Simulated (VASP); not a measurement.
# ZnBr2: band gap by level of theory

```
Br Zn
1.0
    11.00000    0.00000    0.00000
     0.00000   13.00000    0.00000
     0.00000    0.00000   11.00000
Br Zn
2 1
Direct
  0.59021 0.64462 0.56956
  0.41215 0.35862 0.43662
  0.50100 0.50173 0.50300
```

```tsv
rung	level	program and potentials	cutoff (eV)	k mesh	task	band gap (eV)	notes
GGA	PBE	VASP, PBE PAW files Br, Zn, 520 eV	520	1 × 1 × 1	electron localisation function	4.47	-
GGA + dispersion	PBE+TS	VASP, PBE PAW files Br, Zn, 520 eV	520	1 × 1 × 1	atomic charges	4.47	-
non-local van der Waals functional	BEEF-vdW	VASP, PBE PAW files Br, Zn, 520 eV	520	1 × 1 × 1	single point	4.39	potentials made for PBE
meta-GGA	SCAN	VASP, PBE PAW files Br, Zn, 520 eV	520	1 × 1 × 1	single point	5.00	potentials made for PBE
hybrid + dispersion	B3LYP+TS	VASP, PBE PAW files Br, Zn, 520 eV	520	1 × 1 × 1	single point	6.01	potentials made for PBE
```

All rows: no spin polarisation. Gaps are the least found on the k mesh or the band path, and a mesh can miss the band edges. The cell was made for these runs and isn't a measured one. All levels ran on this one cell, unrelaxed unless noted. Meshes are those of the run's cell of 3 atoms unless a note names another. Runs on faulty files, with rough fits or with known faults for this quantity aren't shown. No row holds spin-orbit coupling.

By rung: GGA 4.47; GGA + dispersion 4.47; non-local van der Waals functional 4.39; meta-GGA 5.00; hybrid + dispersion 6.01 (eV).
